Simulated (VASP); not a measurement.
Data:

```
CELL_PARAMETERS angstrom
      2.83000     0.00000     0.00000
      0.00000     2.83000     0.00000
      0.00000     0.00000     4.07000
ATOMIC_POSITIONS crystal
  Ti 0.00000 0.00000 0.00000
  Al 0.50000 0.50000 0.50000
```

Computed with PBE GGA + U (Dudarev), VASP's PBE PAW potentials (set 64) (plane waves; VASP). Settings: 400 eV cut-off, 12×12×8 Γ-centred mesh, first-order Methfessel-Paxton smearing of 0.10 eV, potentials Ti_sv Al, U − J: Ti 6.00 eV.

Question: Estimate the energy per atom (σ→0), pressure, band gap (on the k-mesh) with the smallest direct gap where there is one.

Answer: 
| Property | Value |
|---|---|
| band gap (on the k-mesh) | none (metal, semimetal or under 0.01 eV) |
| energy per atom (σ→0) | -4.021 eV/atom |
| pressure | 70.9 kbar |

Total energies compare only between runs with the same potentials, cut-off and functional.

The compound is TiAl in the L1_0 structure. The cell was not relaxed at this level. The run is one of a series of settings (LDAU = .TRUE., LDAUJ = 0 0, LDAUL = 2 -1, LDAUTYPE = 2, LDAUU = 6.0 0 against the base run), some of them coarse on purpose. The electron count is odd and the run is not spin-polarised, which forces a metal.
